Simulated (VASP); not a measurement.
Wanted: the native input for a VASP 6.6.1 run.

| Item | Value |
| --- | --- |
| Task | single point |
| Functional | PBE |
| Potentials or basis | VASP PAW PBE potentials, release 64 (B, As) |
| Cutoff | 520 eV |
| k mesh | 10 × 10 × 10 |
| Occupations | gaussian, width 0.02 eV |
| Spin | no spin polarisation |
| Dipole correction | no |
| Further INCAR settings | ALGO = Normal; EDIFF = 1e-06; NBANDS = 11 |

The structure of BAs (series) lies in POSCAR:

```
BAs
1.0
    0.0000000000      2.3885000000      2.3885000000
    2.3885000000      0.0000000000      2.3885000000
    2.3885000000      2.3885000000      0.0000000000
B As
1 1
Direct
    0.0000000000      0.0000000000      0.0000000000
    0.2500000000      0.2500000000      0.2500000000
```

These files were run (other wordings do the same):

INCAR

```
SYSTEM = BAs
ALGO = Normal ; EDIFF = 1E-6
ENCUT = 520 ; GGA = PE
ISIF = 2 ; ISMEAR = 0
LASPH = .True. ; LCHARG = .False.
LREAL = .False. ; LWAVE = .False.
NBANDS = 11 ; NELM = 100
PREC = Accurate ; SIGMA = 0.02
```

KPOINTS

```
k-points
0
Gamma
  10 10 10
  0 0 0
```

Potentials or basis: VASP PAW PBE potentials, release 64 (B, As).

Run with:

```console
$ cat potpaw_PBE.64/B/POTCAR potpaw_PBE.64/As/POTCAR > POTCAR
$ mpirun -np 1 vasp_std > vasp.out
```

Results of the run:

- Pressure: 3.4 GPa
- Band gap on the k mesh: 1.18 eV, indirect (least direct gap 3.28 eV)

It took 18 s on 1 thread of Intel(R) Xeon(R) Platinum 8259CL CPU @ 2.50GHz (Skylake/Cascade Lake) (shared host), peak memory 0.16 GiB.
